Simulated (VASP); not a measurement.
These are vdW-DF2, VASP's PBE PAW potentials (set 64) (plane waves; VASP 6.6.1) values and carry that method's errors.

Input for VASP

KPOINTS:
```
Automatic mesh
0
Gamma
13 13 13
0 0 0
```

### INCAR
```
SYSTEM  =  WSi2
PREC  =  Accurate; ENCUT  =  520; LREAL  =  F
LASPH  =  T
EDIFF  =  1E-7; NELM  =  100; ALGO  =  Normal
LMAXMIX  =  6
ISMEAR  =  1; SIGMA  =  0.1
GGA  =  ML; LUSE_VDW  =  T; AGGAC  =  0.0
ZAB_VDW  =  -1.8867
IBRION  =  2; NSW  =  30; ISIF  =  4
EDIFFG  =  -0.01
LWAVE  =  F; LCHARG  =  F
```

### POSCAR
```
WSi2
1.0
 -1.6803117789   1.6803117789   4.0757916014
  1.6803117789  -1.6803117789   4.0757916014
  1.6803117789   1.6803117789  -4.0757916014
Si W
2 1
Direct
  0.6644653558   0.6644653558   0.0000000000
  0.3355346442   0.3355346442   0.0000000000
  0.0000000000   0.0000000000   0.0000000000
```

POTCAR, in this order: Si W_sv (PBE.64 set). Program: vasp_std.

Output of the run:

OSZICAR:
```
       N       E                     dE             d eps       ncg     rms          rms(c)
DAV:   1     0.132866822918E+03    0.13287E+03   -0.11069E+04  5880   0.145E+03
DAV:   2    -0.118775976542E+02   -0.14474E+03   -0.14295E+03  6657   0.350E+02
DAV:   3    -0.164926234856E+02   -0.46150E+01   -0.44869E+01  8127   0.526E+01
DAV:   4    -0.165303410608E+02   -0.37718E-01   -0.37628E-01  6510   0.569E+00
DAV:   5    -0.165308793834E+02   -0.53832E-03   -0.53827E-03  8247   0.688E-01    0.188E+01
DAV:   6    -0.156432362402E+02    0.88764E+00   -0.93242E+00  7049   0.193E+01    0.463E+00
DAV:   7    -0.155546596796E+02    0.88577E-01   -0.10432E+00  6726   0.592E+00    0.397E+00
DAV:   8    -0.155561210569E+02   -0.14614E-02   -0.88959E-02  6986   0.278E+00    0.300E-01
DAV:   9    -0.155587455885E+02   -0.26245E-02   -0.58895E-03  7603   0.587E-01    0.222E-01
DAV:  10    -0.155599529488E+02   -0.12074E-02   -0.28230E-03  6825   0.414E-01    0.304E-02
DAV:  11    -0.155600019818E+02   -0.49033E-04   -0.15567E-04  7175   0.106E-01    0.139E-02
DAV:  12    -0.155600137723E+02   -0.11790E-04   -0.24557E-05  7196   0.369E-02    0.512E-03
DAV:  13    -0.155600171682E+02   -0.33960E-05   -0.11167E-05  6629   0.252E-02    0.367E-03
DAV:  14    -0.155600172044E+02   -0.36222E-07   -0.22108E-07  7811   0.376E-03
   1 F= -.15560017E+02 E0= -.15560216E+02  d E =-.155600E+02
       N       E                     dE             d eps       ncg     rms          rms(c)
DAV:   1    -0.155650986829E+02   -0.50815E-02   -0.13079E-01  6314   0.353E+00    0.303E-01
DAV:   2    -0.155629744989E+02    0.21242E-02   -0.54203E-03  7700   0.603E-01    0.163E-01
DAV:   3    -0.155622777412E+02    0.69676E-03   -0.17819E-03  7709   0.314E-01    0.471E-02
DAV:   4    -0.155622672363E+02    0.10505E-04   -0.12141E-04  6587   0.852E-02    0.162E-02
DAV:   5    -0.155622660754E+02    0.11609E-05   -0.73728E-06  7280   0.192E-02    0.790E-03
DAV:   6    -0.155622665147E+02   -0.43925E-06   -0.20895E-06  7413   0.110E-02    0.159E-03
DAV:   7    -0.155622664611E+02    0.53576E-07   -0.13473E-07  4557   0.244E-03
   2 F= -.15562266E+02 E0= -.15562375E+02  d E =-.224926E-02
       N       E                     dE             d eps       ncg     rms          rms(c)
DAV:   1    -0.155622890127E+02   -0.22498E-04   -0.61157E-04  6258   0.241E-01    0.207E-02
DAV:   2    -0.155622791415E+02    0.98712E-05   -0.25720E-05  7770   0.413E-02    0.110E-02
DAV:   3    -0.155622761738E+02    0.29677E-05   -0.80048E-06  7723   0.210E-02    0.342E-03
DAV:   4    -0.155622761017E+02    0.72150E-07   -0.59029E-07  6629   0.595E-03
   3 F= -.15562276E+02 E0= -.15562374E+02  d E =-.225890E-02
       N       E                     dE             d eps       ncg     rms          rms(c)
DAV:   1    -0.155632384908E+02   -0.96232E-03   -0.34347E-02  6972   0.166E+00    0.135E-01
DAV:   2    -0.155627211011E+02    0.51739E-03   -0.14461E-03  7147   0.302E-01    0.704E-02
DAV:   3    -0.155625708462E+02    0.15025E-03   -0.39260E-04  7637   0.142E-01    0.215E-02
DAV:   4    -0.155625665490E+02    0.42972E-05   -0.37370E-05  7112   0.455E-02    0.876E-03
DAV:   5    -0.155625659047E+02    0.64428E-06   -0.29973E-06  6993   0.109E-02    0.446E-03
DAV:   6    -0.155625659244E+02   -0.19721E-07   -0.45410E-07  7028   0.503E-03
   4 F= -.15562566E+02 E0= -.15562660E+02  d E =-.289823E-03
```

File OUTCAR:
```
------------------------ aborting loop because EDIFF is reached ----------------------------------------
  FORCE on cell =-STRESS in cart. coord.  units (eV):
  Direction    XX          YY          ZZ          XY          YZ          ZX
  --------------------------------------------------------------------------------------
  Total       -2.5153071     -2.5153071     -2.5118509      0.0000000      0.0000000      0.0000000
  in kB      -87.5487389    -87.5487389    -87.4284394      0.0000000      0.0000000      0.0000000
  external PRESSURE =     -87.5086391 kB  Pullay stress =       0.0000000 kB
  volume of cell :       46.03
      direct lattice vectors                 reciprocal lattice vectors
    -1.682222256  1.682222256  4.066539216     0.000000000  0.297225886  0.122954673
     1.682222256 -1.682222256  4.066539216     0.297225886  0.000000000  0.122954673
     1.682222256  1.682222256 -4.066539216     0.297225886  0.297225886  0.000000000
 POSITION                                       TOTAL-FORCE (eV/Angst)
 -----------------------------------------------------------------------------------
      0.00000      0.00000      5.39193        -0.000000     -0.000000     -0.000661
      1.68222      1.68222     -1.32539         0.000000      0.000000      0.000661
      0.00000      0.00000      0.00000        -0.000000     -0.000000      0.000000
 -----------------------------------------------------------------------------------
    total drift:                                0.000000      0.000000      0.000000
  FREE ENERGIE OF THE ION-ELECTRON SYSTEM (eV)
  ---------------------------------------------------
  free  energy   TOTEN  =       -15.5625659244 eV

  energy  without entropy=      -15.5628471109  energy(sigma->0) =      -15.56265965

 reached required accuracy - stopping structural energy minimisation
```
(Selected blocks of OUTCAR.)

File CONTCAR:
```
WSi2
   1.00000000000000
    -1.6822222557606834    1.6822222557606834    4.0665392164797804
     1.6822222557606834   -1.6822222557606834    4.0665392164797804
     1.6822222557606834    1.6822222557606834   -4.0665392164797804
  Si              W
     2     1
Direct
     0.6629632578007386    0.6629632578007386    0.0000000000000000
     0.3370367421992613    0.3370367421992613    1.0000000000000000
     0.0000000000000000    0.0000000000000000    0.0000000000000000
```

OUTCAR:
```
 val. band max:       10.2051266898   @ k =  -0.3846  -0.4615   0.3846

 cond. band min:      10.2323482050   @ k =  -0.3077  -0.3846   0.3077


 Fermi energy:        10.2177526009

 k-point     1 :       0.0000    0.0000    0.0000
  band No.  band energies     occupation
      1     -63.8117      2.00000
      2     -28.0456      2.00000
      3     -28.0456      2.00000
      4     -27.9931      2.00000
      5      -2.6792      2.00000
      6       4.2895      2.00000
      7       6.3558      2.00000
      8       7.5834      2.00000
      9       7.7755      2.00000
     10       7.7755      2.00000
     11      10.6757     -0.00000
     12      12.2553      0.00000
     13      12.8113      0.00000
     14      12.8113      0.00000
     15      14.2263      0.00000

 k-point     2 :       0.0769    0.0000   -0.0000
  band No.  band energies     occupation
      1     -63.8115      2.00000
      2     -28.0528      2.00000
      3     -28.0450      2.00000
      4     -27.9926      2.00000
      5      -2.5797      2.00000
      6       4.2516      2.00000
      7       6.2058      2.00000
      8       7.5654      2.00000
      9       7.8443      2.00000
     10       7.8600      2.00000
     11      10.2938      0.04137
     12      11.9632     -0.00000
     13      12.4175      0.00000
     14      13.2532      0.00000
     15      14.3226      0.00000

 k-point     3 :       0.1538    0.0000   -0.0000
  band No.  band energies     occupation
      1     -63.8109      2.00000
      2     -28.0725      2.00000
      3     -28.0432      2.00000
      4     -27.9912      2.00000
      5      -2.2847      2.00000
      6       4.1063      2.00000
      7       5.8848      2.00000
      8       7.4139      2.00000
      9       8.0390      2.00000
     10       8.0532      2.00000
     11       9.6224      2.00000
     12      11.3526     -0.00000
     13      11.9416     -0.00000
     14      13.9473      0.00000
     15      14.3813      0.00000
...
```

Unless said otherwise, spin-orbit coupling is left out, though it shifts the bands of the heavy elements here.

The compound is WSi2 in the MoSi2 type structure. This cell is one point of a volume scan, at 1.06 of the reference volume. Symmetry was kept, so distortions that lower it aren't found.
